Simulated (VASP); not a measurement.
# A VASP study of LaCrGe3 (r2SCAN + U): structure first, properties next

What structure and properties does r2SCAN + U give LaCrGe3, and how near are they to the measured ones? The steps: full relaxation (r2SCAN + U), second relaxation, single point with fields (r2SCAN + U), bands along the symmetry lines (r2SCAN + U) and density of states (r2SCAN + U). The start is a cell from a database of measured crystal structures.

Main program and level: VASP 6.6.1; r2SCAN, DFT+U (Cr d 5 eV), spin-polarised from a ferromagnetic start; plane waves and PAW (La, Cr_pv, Ge_d).

The experiments to compare with:

For LaCrGe3, hexagonal perovskite (arc-melted, annealed polycrystal, 5 K), “Magnetic and structural properties of the intermetallic Ce(1-x)LaxCrGe3 series of compounds” (2021, arxiv:2109.07366) gives, by neutron powder diffraction: lattice constant a (a, ferromagnetic state) 6.169 ± 0.001 Å; lattice constant c (c, ferromagnetic state) 5.752 ± 0.001 Å.

For LaCrGe3, hexagonal perovskite type (flux-grown single crystal, 2 K), “Suppression of ferromagnetism in the LaVxCr1-xGe3 system” (2013, arxiv:1305.7258) gives, by SQUID magnetization: moment of Cr (saturated moment per Cr, H parallel to c, extrapolated to H=0) about 1.25 μB [saturated moment per Cr from linear extrapolation of high-field magnetization to H=0].

This is a report of a sequence of runs, with most program output left out.

### Step 1. Set-up

Before any relaxation, the start is as follows. It takes space group P6_3/mmc (No. 194, hexagonal). Conventional cell: a = 6.200 Å, b = 6.200 Å, c = 5.766 Å, α = 90.00°, β = 90.00°, γ = 120.00°. La has 12 Ge at 3.11 to 3.25 Å nearest. Nearest to Cr lie 6 Ge at 2.53 Å. Nearest to Ge lie 2 Cr at 2.53 Å and 2 Ge at 2.60 Å and 4 La at 3.11 to 3.25 Å. Farther neighbours are not listed.

Coordinates:

```
La Cr Ge
1.0
     6.20040    0.00000    0.00000
    -3.10020    5.36970    0.00000
     0.00000    0.00000    5.76600
La Cr Ge
2 2 6
Direct
  0.33333 0.66667 0.75000
  0.66667 0.33333 0.25000
  0.00000 0.00000 0.00000
  0.00000 0.00000 0.50000
  0.19335 0.38670 0.25000
  0.80665 0.19335 0.75000
  0.61330 0.80665 0.25000
  0.80665 0.61330 0.75000
  0.19335 0.80665 0.25000
  0.38670 0.19335 0.75000
```

### Step 2. Full relaxation (r2SCAN + U)

The start need not lie at this functional's minimum. ISIF = 3 frees volume, shape and positions, and EDIFFG sets the threshold on forces and stress at which the search stops. r2SCAN adds the kinetic-energy density, costs more than a GGA and is run with LASPH. A Hubbard U penalises fractional filling of the localised shell, which semilocal functionals favour.

The input, INCAR:

```
SYSTEM = LaCrGe3
PREC = Accurate
ENCUT = 410
EDIFF = 1E-06
NELM = 150
ISMEAR = 0
SIGMA = 0.05
LREAL = .FALSE.
ALGO = Normal
METAGGA = R2SCAN
LASPH = .TRUE.
NBANDS = 89
ISPIN = 2
MAGMOM = 0 0 3 3 0 0 0 0 0 0
LDAU = .TRUE.
LDAUTYPE = 2
LDAUL = -1 2 -1
LDAUU = 0 5 0
LDAUJ = 0 0 0
LDAUPRINT = 1
LMAXMIX = 6
AMIX = 0.2
BMIX = 1E-04
AMIX_MAG = 0.8
BMIX_MAG = 1E-04
LORBIT = 11
LWAVE = .FALSE.
LCHARG = .FALSE.
KPAR = 8
IBRION = 2
NSW = 60
ISIF = 3
EDIFFG = -0.01
```

The input, POSCAR:

```
LaCrGe3
1.0
    6.2004000000      0.0000000000      0.0000000000
   -3.1002000000      5.3697039136      0.0000000000
    0.0000000000      0.0000000000      5.7660000000
La Cr Ge
2 2 6
Direct
    0.3333333333      0.6666666667      0.7500000000
    0.6666666667      0.3333333333      0.2500000000
    0.0000000000      0.0000000000      0.0000000000
    0.0000000000      0.0000000000      0.5000000000
    0.1933500000      0.3867000000      0.2500000000
    0.8066500000      0.1933500000      0.7500000000
    0.6133000000      0.8066500000      0.2500000000
    0.8066500000      0.6133000000      0.7500000000
    0.1933500000      0.8066500000      0.2500000000
    0.3867000000      0.1933500000      0.7500000000
```

The input, KPOINTS:

```
Automatic mesh
0
Gamma
4 4 4
0 0 0
```

PAW data sets: La, Cr_pv and Ge_d (PBE family, release 64).

Command:

```
$ mpirun -np 8 vasp_std
```

It took 72 min on 8 MPI ranks of AMD EPYC 7R43, shared host; peak memory 4.3 GiB; 9.6 h of CPU time.

The magnetic state follows from one typed start and may not be the lowest. The k-mesh is coarse for a metal. A U on the itinerant d states of such a compound is hard to justify; it moves the bands at the Fermi level and favours large moments. The PAW data sets were made with PBE, which is usual practice but a small mismatch for other functionals. After so large a change of volume the plane waves of the start cell no longer fit, so the final stress carries a basis-set error. The run keeps the 24 symmetry operations of its start, so it cannot find a distortion of lower symmetry.

Relaxation path:

```csv
step,energy less that of the first step (eV),largest force (eV/Å),pressure (GPa),volume (Å³)
1,0.0000,1.2776,7.92,191.98
2,-0.7525,0.5218,-2.21,219.51
3,-0.7594,0.5826,-1.60,216.68
4,-0.8623,0.1340,0.32,213.60
5,-0.8649,0.0254,0.04,214.02
6,-0.8648,0.0110,0.01,214.07
7,-0.8653,0.0027,0.02,214.14
8,-0.8654,0.0084,0.01,214.16
9,-0.8654,0.0195,0.01,214.22
10,-0.8654,0.0162,0.01,214.20
11,-0.8655,0.0010,0.04,214.24
```

```csv
"conventional cell, symmetrised",before,after,change
a (Å),6.200,6.327,+2.0 %
b (Å),6.200,6.327,+2.0 %
c (Å),5.766,6.180,+7.2 %
volume (Å³/atom),19.20,21.42,+11.6 %
```

The atoms that moved most (Å, as changes of fractional coordinates times the final cell):

```csv
atom,dx,dy,dz,length
Ge10,0.074,0.042,0.000,0.085
Ge7,-0.074,-0.042,0.000,0.085
Ge5,0.000,0.085,0.000,0.085
Ge8,0.000,-0.085,0.000,0.085
Ge9,0.074,-0.042,0.000,0.085
Ge6,-0.074,0.042,0.000,0.085
```

Final coordinates:

```
La Cr Ge
1.0
     6.32666    0.00000    0.00000
    -3.16333    5.47905    0.00000
     0.00000    0.00000    6.18035
La Cr Ge
2 2 6
Cartesian
  0.0000 3.6527 4.6353
  3.1633 1.8263 1.5451
  0.0000 0.0000 0.0000
  0.0000 0.0000 3.0902
  0.0000 2.2037 1.5451
  4.4182 1.1019 4.6353
  1.2549 4.3772 1.5451
  3.1633 3.2753 4.6353
  -1.2549 4.3772 1.5451
  1.9085 1.1019 4.6353
```

This step gave:

```
electrons                                         : 130
bands                                             : 89
irreducible k-points                              : 12
symmetry operations                               : 24
free energy (TOTEN)                               : -171.9169 eV
energy at zero smearing                           : -171.9133 eV
Fermi energy                                      : 7.474 eV
pressure                                          : 0.03675 GPa
moment of the cell, from the last line of the log : 6.819 μB
metallic                                          : yes
SCF cycles over all ionic steps                   : 178
```

Spin moment in the PAW sphere by atom:

```csv
atom,spin moment in the PAW sphere (μB)
La1,-0.14
La2,-0.14
Cr3,4.02
Cr4,4.02
Ge5,-0.12
Ge6,-0.12
Ge7,-0.12
Ge8,-0.12
Ge9,-0.12
Ge10,-0.12
```

It ends with a largest force of 0.001 eV/Å and a pressure of 0.04 GPa. The volume lies +11.6 % from that of the database's start.

### Step 3. Second relaxation

The basis stayed that of the start cell while the cell moved. A rerun from the cell reached resets it; the error of the finite cutoff stays.

INCAR is that of step 2.

The input, POSCAR:

```
LaCrGe3
1.0
    6.3266607173      0.0000000000      0.0000000000
   -3.1633303587      5.4790489023      0.0000000000
    0.0000000000      0.0000000000      6.1803468003
La Cr Ge
2 2 6
Direct
    0.3333333333      0.6666666667      0.7500000000
    0.6666666667      0.3333333333      0.2500000000
    0.0000000000      0.0000000000      0.0000000000
    0.0000000000      0.0000000000      0.5000000000
    0.2011036626      0.4022073252      0.2500000000
    0.7988963374      0.2011036626      0.7500000000
    0.5977926748      0.7988963374      0.2500000000
    0.7988963374      0.5977926748      0.7500000000
    0.2011036626      0.7988963374      0.2500000000
    0.4022073252      0.2011036626      0.7500000000
```

KPOINTS is that of step 2.

Command:

```
$ mpirun -np 8 vasp_std
```

Run time: 14 min. Hardware: 8 MPI ranks; peak memory 4.2 GiB; 1.9 h of CPU time.

Little changed from the start: no atom moved by 0.005 Å and no cell edge by 0.1 %.

Numbers from this step:

- free energy (TOTEN): -171.9786 eV
- energy at zero smearing: -171.9750 eV
- Fermi energy: 7.484 eV
- pressure: -8.68e-4 GPa
- moment of the cell, from the last line of the log: 6.813 μB
- SCF cycles over all ionic steps: 45

It ends with a largest force of 0.002 eV/Å and a pressure of 0.00 GPa. The volume moved by only 0.09 %, so the volume is settled.

### Step 4. Single point with fields (r2SCAN + U)

A single point on the relaxed cell gives a clean self-consistent state, with density, ELF and potential written out.

Changes to INCAR since step 3:

```diff
@@ -27,7 +27,5 @@
 LWAVE = .FALSE.
-LCHARG = .FALSE.
-KPAR = 8
-IBRION = 2
-NSW = 60
-ISIF = 3
-EDIFFG = -0.01
+LCHARG = .TRUE.
+ISIF = 2
+LELF = .TRUE.
+LVHAR = .TRUE.
```

The input, POSCAR:

```
LaCrGe3
1.0
    6.3258938486      0.0000000000      0.0000000000
   -3.1629469244      5.4783847746      0.0000000000
    0.0000000000      0.0000000000      6.1759869103
La Cr Ge
2 2 6
Direct
    0.3333333333      0.6666666667      0.7500000000
    0.6666666667      0.3333333333      0.2500000000
    0.0000000000      0.0000000000      0.0000000000
    0.0000000000      0.0000000000      0.5000000000
    0.2011065696      0.4022131393      0.2500000000
    0.7988934304      0.2011065696      0.7500000000
    0.5977868607      0.7988934304      0.2500000000
    0.7988934304      0.5977868607      0.7500000000
    0.2011065696      0.7988934304      0.2500000000
    0.4022131393      0.2011065696      0.7500000000
```

KPOINTS is that of step 3.

Command:

```
$ mpirun -np 8 vasp_std
```

Elapsed: 9.6 min, on 8 MPI ranks; peak memory 1.4 GiB; 77 min of CPU time.

With spin, VASP writes an ELF for each channel.

This step gave:

```
SCF cycles                                        : 37
bands                                             : 96
free energy (TOTEN)                               : -171.9780 eV
energy at zero smearing                           : -171.9744 eV
pressure                                          : 0.002817 GPa
moment of the cell, from the last line of the log : 6.811 μB
```

Valence electrons inside each PAW sphere by angular momentum. Sphere charges, by row:

```csv
atom,s (e),p (e),d (e),f (e),tot (e)
La1,1.979,5.667,0.669,0.159,8.474
La2,1.979,5.667,0.669,0.159,8.474
Cr3,0.265,6.183,4.247,0,10.7
Cr4,0.265,6.183,4.247,0,10.7
Ge5,1.14,1.249,10.01,0,12.4
Ge6,1.14,1.249,10.01,0,12.4
Ge7,1.14,1.249,10.01,0,12.4
Ge8,1.14,1.249,10.01,0,12.4
Ge9,1.14,1.249,10.01,0,12.4
Ge10,1.14,1.249,10.01,0,12.4
```

Spin density in the ab plane at fractional z = 0.250, with atoms of La and Ge within 0.2 Å of it.

Values in e/Å³, 10 rows by 16 columns, each cell a mean:
```
 0.038  0.014 -0.015 -0.030 -0.029 -0.021 -0.004  0.004  0.002 -0.012 -0.024 -0.036 -0.026  0.001  0.027  0.044
-0.005 -0.027 -0.014  0.023  0.003 -0.002  0.003  0.004 -0.001  0.011  0.022 -0.028 -0.026 -0.003  0.011  0.010
-0.031 -0.028  0.003  0.007 -0.001 -0.009 -0.009 -0.001  0.000  0.005 -0.012 -0.034 -0.021 -0.010 -0.008 -0.017
-0.018 -0.008  0.002  0.000 -0.010 -0.015 -0.007  0.003  0.000 -0.012 -0.021 -0.019 -0.013 -0.011 -0.014 -0.019
 0.000  0.005  0.005  0.001 -0.001  0.000  0.004  0.005  0.002 -0.005 -0.011 -0.009 -0.005 -0.010 -0.010 -0.006
-0.006 -0.010 -0.002  0.020  0.002 -0.012 -0.007 -0.004 -0.005 -0.014 -0.020 -0.010 -0.014 -0.018 -0.008 -0.004
-0.029 -0.030 -0.001  0.001 -0.026 -0.027 -0.016 -0.010 -0.010 -0.018 -0.035 -0.029 -0.016 -0.013 -0.012 -0.018
-0.023 -0.025 -0.025 -0.025 -0.022 -0.016 -0.011 -0.007 -0.004 -0.018 -0.024 -0.006 -0.004 -0.010 -0.014 -0.019
 0.015  0.017  0.010 -0.001 -0.009 -0.012 -0.012 -0.010 -0.010 -0.013 -0.012 -0.012 -0.012 -0.010 -0.004  0.005
 0.052  0.040  0.016 -0.006 -0.021 -0.023 -0.015 -0.005 -0.001 -0.006 -0.016 -0.024 -0.021 -0.006  0.016  0.040
```
Columns run along a (6.3 Å), rows up along b (6.3 Å). Atoms in or near the plane, at fractional coordinates: La at (0.67, 0.33), Ge at (0.20, 0.40), Ge at (0.60, 0.80), Ge at (0.20, 0.80).

ELF of up spins in the ab plane at fractional z = 0.250, with atoms of La and Ge within 0.2 Å of it. It is the smooth field of the valence electrons, not physical close to the nuclei.

Ten even steps from '_' (0.07) to '@' (0.87), each cell a mean:
```
..::==++++++++**##**++++++++++==::..
::==++==----++**##**==----++++==::..
==++==::..::++****==::..::++++--..::
++++::::..--++++++::....::++==::..--
++==::..::========::..::==++--....==
++++========--========++++--____..==
++++**++++====++++++++==::________--
++####**======**##**==::..::--::__::
++##**==----++**##==..--**%%%%**::..
++**==..__::++**==..==%%@@@@@@%%--..
++++::....--++==..==%%@@##%%@@%%::::
++==::..::==++::::%%@@++::##@@**..--
++++====++++--__==@@@@++++@@@@--__==
++++++++++--____**@@@@@@@@@@==__..==
========--..____++@@@@@@%%==____..--
::::::::..______::==++==::______..::
........::--::............::::::....
....::--==++++====--====++++==--::..
```
Columns run along a (6.3 Å), rows up along b (6.3 Å). Atoms in or near the plane, at fractional coordinates: La at (0.67, 0.33), Ge at (0.20, 0.40), Ge at (0.60, 0.80), Ge at (0.20, 0.80).

Electrostatic potential energy in the ab plane at fractional z = 0.250, with atoms of La and Ge within 0.2 Å of it. With pseudopotentials it is smooth inside the atoms' cores, unlike the true potential.

Values in eV, 10 rows by 16 columns, each cell a mean:
```
  0  -1  -7 -21 -29 -21  -5  -1  -4 -17 -28 -25 -10  -1   0   0
 -1 -16 -43 -56 -52 -30  -6  -9 -35 -54 -55 -39 -11   0   1   1
 -7 -33 -50 -49 -32  -9  -5 -25 -47 -51 -39 -15  -1   2   2   0
 -4 -14 -17 -12  -5  -3  -4 -11 -17 -13  -5  -1  -1  -1  -1  -1
  0  -1  -9 -23 -31 -23  -6  -1   0  -2  -7 -13 -16 -12  -6  -2
 -2 -17 -44 -57 -52 -30  -5  -1  -6 -22 -53 -69 -65 -31  -9  -2
 -7 -33 -49 -48 -30  -7  -2  -6 -26 -70 -77 -77 -65 -21  -5  -1
 -3 -13 -16  -9  -1   0  -2 -11 -37 -68 -67 -50 -19  -4   0   0
  0   0   0   1   2   1  -2  -7 -13 -18 -14  -6  -1   1   2   1
  0   0   1   1   0  -1  -2  -1  -1  -2  -2  -2   0   1   1   0
```
Columns run along a (6.3 Å; values clipped at the 3rd and 97th percentile), rows up along b (6.3 Å). Atoms in or near the plane, at fractional coordinates: La at (0.67, 0.33), Ge at (0.20, 0.40), Ge at (0.60, 0.80), Ge at (0.20, 0.80).

In this run the pressure is 0.00 GPa, small enough to go on.

### Step 5. Bands along the symmetry lines (r2SCAN + U)

The mesh alone shows little of the dispersion and can miss band extrema, so KPOINTS_OPT adds a path through the symmetry points after the self-consistent cycle.

Changes to INCAR since step 4:

```diff
@@ -11,5 +11,5 @@
 LASPH = .TRUE.
-NBANDS = 89
+NBANDS = 104
 ISPIN = 2
-MAGMOM = 0 0 3 3 0 0 0 0 0 0
+MAGMOM = -0.137 -0.137 4.02 4.02 -0.117 -0.117 -0.117 -0.117 -0.117 -0.117
 LDAU = .TRUE.
@@ -27,5 +27,3 @@
 LWAVE = .FALSE.
-LCHARG = .TRUE.
-ISIF = 2
-LELF = .TRUE.
-LVHAR = .TRUE.
+LCHARG = .FALSE.
+KPAR = 8
```

POSCAR is that of step 4.

KPOINTS is that of step 4.

The input, KPOINTS_OPT:

```
Line mode
12
Line-mode
Reciprocal
  0.00000000   0.00000000   0.00000000 GAMMA
  0.50000000   0.00000000   0.00000000 M

  0.50000000   0.00000000   0.00000000 M
  0.33333333   0.33333333   0.00000000 K

  0.33333333   0.33333333   0.00000000 K
  0.00000000   0.00000000   0.00000000 GAMMA

  0.00000000   0.00000000   0.00000000 GAMMA
  0.00000000   0.00000000   0.50000000 A

  0.00000000   0.00000000   0.50000000 A
  0.50000000   0.00000000   0.50000000 L

  0.50000000   0.00000000   0.50000000 L
  0.33333333   0.33333333   0.50000000 H

  0.33333333   0.33333333   0.50000000 H
  0.00000000   0.00000000   0.50000000 A

  0.50000000   0.00000000   0.50000000 L
  0.50000000   0.00000000   0.00000000 M

  0.33333333   0.33333333   0.00000000 K
  0.33333333   0.33333333   0.50000000 H
```

Command:

```
$ mpirun -np 8 vasp_std
```

Wall time 40 min (8 MPI ranks); peak memory 5.5 GiB.

Spin-orbit coupling is off here; with elements this heavy it splits and shifts levels by tenths of an eV or more.

Numbers from this step:

```
SCF cycles                                        : 26
bands                                             : 104
free energy (TOTEN)                               : -171.9783 eV
energy at zero smearing                           : -171.9747 eV
pressure                                          : 0.007397 GPa
moment of the cell, from the last line of the log : 6.813 μB
```

Spin up. Electronic bands along the path, in eV, zero at the Fermi level; # counts the bands kept:

```csv
point,#19,#20,#21,#22,#23,#24,#25,#26
Γ,-1.74,-1.38,-1.38,-0.55,-0.21,-0.21,0.17,0.17
0.45 of the way,-2.05,-1.88,-1.55,-0.35,-0.06,0.00,0.57,0.65
M,-2.39,-1.59,-1.57,0.02,0.07,0.34,1.09,1.30
0.45 of the way,-2.06,-1.55,-1.53,-0.16,0.25,0.31,0.77,0.99
K,-1.55,-1.55,-1.54,-0.10,-0.10,0.65,0.65,0.86
0.45 of the way,-2.11,-1.86,-1.55,-0.21,-0.04,0.17,0.71,0.96
Γ,-1.74,-1.38,-1.38,-0.55,-0.21,-0.21,0.17,0.17
0.45 of the way,-1.75,-1.48,-1.48,-1.48,0.29,0.29,0.67,0.67
A,-1.72,-1.72,-1.72,-1.72,1.45,1.45,1.45,1.45
0.45 of the way,-1.70,-1.70,-1.25,-1.25,0.93,0.93,0.99,0.99
L,-1.69,-1.69,-0.53,-0.53,0.43,0.43,0.58,0.58
0.45 of the way,-1.69,-1.69,-0.51,-0.51,0.08,0.08,0.65,0.65
H,-1.68,-1.68,-0.64,-0.64,-0.13,-0.13,0.55,0.55
0.45 of the way,-1.74,-1.74,-0.85,-0.85,0.51,0.51,0.72,0.72
A,-1.72,-1.72,-1.72,-1.72,1.45,1.45,1.45,1.45
jump to L,-1.69,-1.69,-0.53,-0.53,0.43,0.43,0.58,0.58
0.45 of the way,-1.93,-1.60,-1.14,-0.30,-0.18,0.14,1.01,1.15
M,-2.39,-1.59,-1.57,0.02,0.07,0.34,1.09,1.30
jump to K,-1.55,-1.55,-1.54,-0.10,-0.10,0.65,0.65,0.86
0.45 of the way,-1.43,-1.43,-1.38,-0.36,-0.36,0.52,0.52,0.99
H,-1.68,-1.68,-0.64,-0.64,-0.13,-0.13,0.55,0.55
```

Of the projections kept (La, Cr, Ge), the largest for each band there; the rest of the weight can lie on other orbitals:

```csv
point,#19,#20,#21,#22,#23,#24,#25,#26
Γ,Cr 0.92,Ge 0.63,Ge 0.63,Ge 0.82,Cr 0.45,Cr 0.45,Cr 0.49,Cr 0.49
M,Ge 0.59,Ge 0.82,Cr 0.90,Cr 0.46,Ge 0.41,Cr 0.53,La 0.43,La 0.54
K,Ge 0.59,Ge 0.59,Cr 0.89,Cr 0.54,Cr 0.54,La 0.49,La 0.49,Ge 0.41
Γ,Cr 0.92,Ge 0.63,Ge 0.63,Ge 0.82,Cr 0.45,Cr 0.45,Cr 0.49,Cr 0.49
A,Cr 0.58,Cr 0.58,Cr 0.58,Cr 0.58,La 0.63,La 0.63,La 0.63,La 0.63
L,Ge 0.42,Ge 0.42,Cr 0.51,Cr 0.51,Ge 0.42,Ge 0.42,Ge 0.45,Ge 0.45
```

Spin down. Electronic bands along the path, in eV, zero at the Fermi level; # counts the bands kept:

```csv
point,#13,#14,#15,#16,#17,#18,#19,#20
Γ,-1.59,-1.53,-1.53,-0.79,1.23,1.79,1.96,2.01
0.45 of the way,-1.81,-1.24,-0.56,0.09,0.16,1.49,1.91,2.01
M,-1.53,-1.28,-0.54,0.29,0.35,0.99,1.26,1.44
0.45 of the way,-1.50,-0.95,-0.63,0.08,0.51,0.68,1.48,1.50
K,-2.36,-0.35,-0.35,0.02,0.02,0.96,1.36,1.36
0.45 of the way,-1.84,-0.93,-0.48,-0.43,0.69,1.06,1.75,1.95
Γ,-1.59,-1.53,-1.53,-0.79,1.23,1.79,1.96,2.01
0.45 of the way,-0.84,-0.84,-0.72,-0.72,1.30,1.73,1.98,1.98
A,0.31,0.31,0.31,0.31,1.53,1.53,1.78,1.78
0.45 of the way,-0.23,-0.23,-0.10,-0.10,1.05,1.05,1.82,1.82
L,-1.11,-1.11,-0.45,-0.45,0.62,0.62,0.78,0.78
0.45 of the way,-1.13,-1.13,-0.53,-0.53,0.54,0.54,0.86,0.86
H,-1.05,-1.05,-0.73,-0.73,0.60,0.60,1.06,1.06
0.45 of the way,-0.60,-0.60,-0.31,-0.31,0.75,0.75,1.68,1.68
A,0.31,0.31,0.31,0.31,1.53,1.53,1.78,1.78
jump to L,-1.11,-1.11,-0.45,-0.45,0.62,0.62,0.78,0.78
0.45 of the way,-1.86,-1.39,-0.32,-0.16,0.35,0.73,1.07,1.47
M,-1.53,-1.28,-0.54,0.29,0.35,0.99,1.26,1.44
jump to K,-2.36,-0.35,-0.35,0.02,0.02,0.96,1.36,1.36
0.45 of the way,-2.15,-0.85,-0.85,0.22,0.22,1.00,1.32,1.32
H,-1.05,-1.05,-0.73,-0.73,0.60,0.60,1.06,1.06
```

Of the projections kept (La, Cr, Ge), the largest for each band there; the rest of the weight can lie on other orbitals:

```csv
point,#13,#14,#15,#16,#17,#18,#19,#20
Γ,Ge 0.50,Ge 0.66,Ge 0.66,Ge 0.84,La 0.75,La 0.90,La 0.87,La 0.84
M,Ge 0.67,Ge 0.74,Ge 0.60,Ge 0.52,Ge 0.48,La 0.50,La 0.54,Ge 0.52
K,Ge 0.73,Ge 0.65,Ge 0.65,Ge 0.56,Ge 0.56,Ge 0.39,La 0.56,La 0.56
Γ,Ge 0.50,Ge 0.66,Ge 0.66,Ge 0.84,La 0.75,La 0.90,La 0.87,La 0.84
A,Ge 0.61,Ge 0.61,Ge 0.61,Ge 0.61,La 0.83,La 0.83,La 0.83,La 0.83
L,Ge 0.71,Ge 0.71,Ge 0.64,Ge 0.64,Ge 0.49,Ge 0.49,La 0.53,La 0.53
```

There is no gap at this level.

[end of part 1 of 2]

[Lines on the potential files, build, host, timing and source positions are cut from VASP's logs without a mark.]

[Logs are printed without paths, hosts, clocks, repeated set-up lines and the standing remarks that a program may print on its own settings, such as how far it seeks lower states.]

[Hosts, paths, dates, database ids (printed as entryN), source tags and the programs' standing remarks are cut or masked in the printed files.]

[A measured line is paired with the nearest computed mode of its activity, which favours agreement.]
